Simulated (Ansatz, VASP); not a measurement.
**One calculation of TaOs3, two programs**

The input INCAR:

```
PREC = Accurate ; ENCUT = 520
EDIFF = 1E-6 ; ISMEAR = 1
SIGMA = 0.2 ; LREAL = False
LASPH = True ; NELM = 60
ALGO = Normal ; ISIF = 2
LWAVE = False ; LCHARG = False
GGA = CA ; NBANDS = 26
```

File KPOINTS:

```
regular mesh
0
Gamma
  9 9 3
```

POSCAR

```
TaOs3
1.0
    2.7876500000      0.0000000000      0.0000000000
   -1.3938200000      2.4141700000      0.0000000000
    0.0000000000      0.0000000000      9.0869900000
Ta Os
1 3
Direct
    0.6666666667      0.3333333333      0.0000000000
    0.6666666667      0.3333333333      0.5000000000
    0.3333333333      0.6666666667      0.2647900000
    0.3333333333      0.6666666667      0.7352100000
```

Input for Ansatz:

```yaml
crystal:
  lattice:
    - [2.78765, 0.0, 0.0]
    - [-1.39382, 2.41417, 0.0]
    - [0.0, 0.0, 9.08699]
  atoms:
    - { symbol: Ta, position: [0.6666666666666666, 0.3333333333333333, 0.0] }
    - { symbol: Os, position: [0.6666666666666666, 0.3333333333333333, 0.5] }
    - { symbol: Os, position: [0.3333333333333333, 0.6666666666666666, 0.26479] }
    - { symbol: Os, position: [0.3333333333333333, 0.6666666666666666, 0.73521] }
kpoints:
  mp_grid:
    grid: [9, 9, 3]
    shift: [0.0, 0.0, 0.0]
hamiltonian:
  xc: lda
scf:
  occupations:
    method: methfessel_paxton
    width: 0.2
output:
  stress: true
```

The cell comes from a database or a generator and needn't be the stable form of this composition.

Alike in both runs: task single point; functional LDA; k mesh 9 × 9 × 3; occupations methfessel-paxton of order 1, width 0.2 eV; no spin polarisation.

```csv
,VASP,Ansatz
version,VASP 6.6.1,Ansatz 0.2.0
potentials or method,"VASP PAW LDA potentials, release 64 (Ta_pv, Os)","plane waves, PAW"
plane-wave cutoff (eV),520,420
valence electrons in the cell,35,61
```

```tsv
	VASP	Ansatz	Ansatz less VASP
pressure (GPa)	-15.8	-16.4	-0.60
largest component of the traceless stress (GPa)	1.23	1.37	+0.141
```

The two sets of potentials don't hold the same shells in valence.

Caveats: so large a pressure means that the cell lies far from this level's equilibrium, or that cutoff or potentials fall short (VASP). The runs have no spin-orbit coupling, so splittings on Os, Ta are missing.
